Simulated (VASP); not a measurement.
Output of a VASP run:

**OSZICAR**
```
       N       E                     dE             d eps       ncg     rms          rms(c)
DAV:   1     0.150765161310E+03    0.15077E+03   -0.11541E+04  4474   0.229E+03
DAV:   2     0.233137395005E+02   -0.12745E+03   -0.12274E+03  5060   0.523E+02
DAV:   3     0.181192795601E+02   -0.51945E+01   -0.50328E+01  5718   0.112E+02
DAV:   4     0.180147298279E+02   -0.10455E+00   -0.10440E+00  5748   0.174E+01
DAV:   5     0.180125061906E+02   -0.22236E-02   -0.22235E-02  6173   0.221E+00    0.273E+01
DAV:   6    -0.143251272874E+02   -0.32338E+02   -0.41871E+01  4290   0.897E+01    0.796E+00
DAV:   7    -0.133452452543E+02    0.97988E+00   -0.17671E+00  4800   0.183E+01    0.121E+00
DAV:   8    -0.141266865002E+02   -0.78144E+00   -0.58688E-01  4353   0.119E+01    0.164E+00
DAV:   9    -0.142853924280E+02   -0.15871E+00   -0.10435E-01  4513   0.491E+00    0.789E-01
DAV:  10    -0.143534205422E+02   -0.68028E-01   -0.39573E-02  4423   0.286E+00    0.397E-01
DAV:  11    -0.143631921897E+02   -0.97716E-02   -0.51719E-03  4547   0.825E-01    0.419E-02
DAV:  12    -0.143648818771E+02   -0.16897E-02   -0.47877E-04  4755   0.353E-01    0.116E-01
DAV:  13    -0.143649189875E+02   -0.37110E-04   -0.16274E-05  4586   0.609E-02    0.768E-02
DAV:  14    -0.143649060537E+02    0.12934E-04   -0.10281E-05  4716   0.407E-02    0.130E-02
DAV:  15    -0.143649075132E+02   -0.14595E-05   -0.56308E-07  4761   0.109E-02    0.365E-03
DAV:  16    -0.143649056170E+02    0.18962E-05   -0.14026E-07  3518   0.401E-03    0.100E-03
DAV:  17    -0.143649063394E+02   -0.72239E-06   -0.10465E-08  2220   0.131E-03    0.429E-04
DAV:  18    -0.143649060674E+02    0.27195E-06   -0.14777E-09  2187   0.528E-04    0.171E-04
DAV:  19    -0.143649061565E+02   -0.89086E-07   -0.18157E-10  2169   0.218E-04
   1 F= -.14364906E+02 E0= -.14364906E+02  d E =0.000000E+00
       N       E                     dE             ncg
```

OUTCAR:
```
------------------------ aborting loop because EDIFF is reached ----------------------------------------
  FORCE on cell =-STRESS in cart. coord.  units (eV):
  Direction    XX          YY          ZZ          XY          YZ          ZX
  --------------------------------------------------------------------------------------
  Total        0.0095369      0.0095369      0.0095369      0.0000000      0.0000000      0.0000000
  in kB        0.9548301      0.9548301      0.9548301      0.0000000      0.0000000      0.0000000
  external PRESSURE =       0.9548301 kB  Pullay stress =       0.0000000 kB
  volume of cell :       16.00
      direct lattice vectors                 reciprocal lattice vectors
    -1.587487715  1.587487715  1.587487715     0.000000000  0.314963067  0.314963067
     1.587487715 -1.587487715  1.587487715     0.314963067  0.000000000  0.314963067
     1.587487715  1.587487715 -1.587487715     0.314963067  0.314963067  0.000000000
 POSITION                                       TOTAL-FORCE (eV/Angst)
 -----------------------------------------------------------------------------------
      0.00000      0.00000      0.00000         0.000000      0.000000     -0.000000
 -----------------------------------------------------------------------------------
    total drift:                                0.000000     -0.000000     -0.000000
  FREE ENERGIE OF THE ION-ELECTRON SYSTEM (eV)
  ---------------------------------------------------
  free  energy   TOTEN  =       -14.3649061565 eV

  energy  without entropy=      -14.3649061565  energy(sigma->0) =      -14.36490616

 total charge

# of ion       s       p       d       tot
------------------------------------------
    1        2.392   6.334   3.314  12.040
```
(Selected blocks of OUTCAR.)

POSCAR:
```
W
1
   -1.5874877150     1.5874877150     1.5874877150
    1.5874877150    -1.5874877150     1.5874877150
    1.5874877150     1.5874877150    -1.5874877150
W
1
Direct
  0.0000000000   0.0000000000   0.0000000000
```

**Question.** Reconstruct the remaining input files.

**Answer.** One answer among several that fit: the input of the run itself, TPSS meta-GGA, plane waves, VASP's PBE PAW potentials (set 64).

### KPOINTS_OPT
```
k-points along high-symmetry lines
10
Line-mode
Reciprocal
  0.000000   0.000000   0.000000 ! GAMMA
  0.500000  -0.500000   0.500000 ! H

  0.500000  -0.500000   0.500000 ! H
  0.000000   0.000000   0.500000 ! N

  0.000000   0.000000   0.500000 ! N
  0.000000   0.000000   0.000000 ! GAMMA

  0.000000   0.000000   0.000000 ! GAMMA
  0.250000   0.250000   0.250000 ! P

  0.250000   0.250000   0.250000 ! P
  0.500000  -0.500000   0.500000 ! H

  0.250000   0.250000   0.250000 ! P
  0.000000   0.000000   0.500000 ! N
```

### KPOINTS
```
Automatic mesh
0
Gamma
18 18 18
0 0 0
```

INCAR:
```
SYSTEM = W
PREC = Accurate
ENCUT = 520
EDIFF = 1E-7
NELM = 100
ALGO = Normal
LREAL = .FALSE.
LASPH = .TRUE.
ISMEAR = -5
METAGGA = TPSS
LMIXTAU = .TRUE.
LMAXMIX = 6
LWAVE = .FALSE.
LCHARG = .FALSE.
LORBIT = 11
NEDOS = 601
ISIF = 2
```

POTCAR, in this order: W_sv (PBE.64 set). Program: vasp_std.

For a metal the tetrahedron method with Blöchl corrections gives inexact stress and forces.

The compound is W in the bcc structure. It was relaxed first.
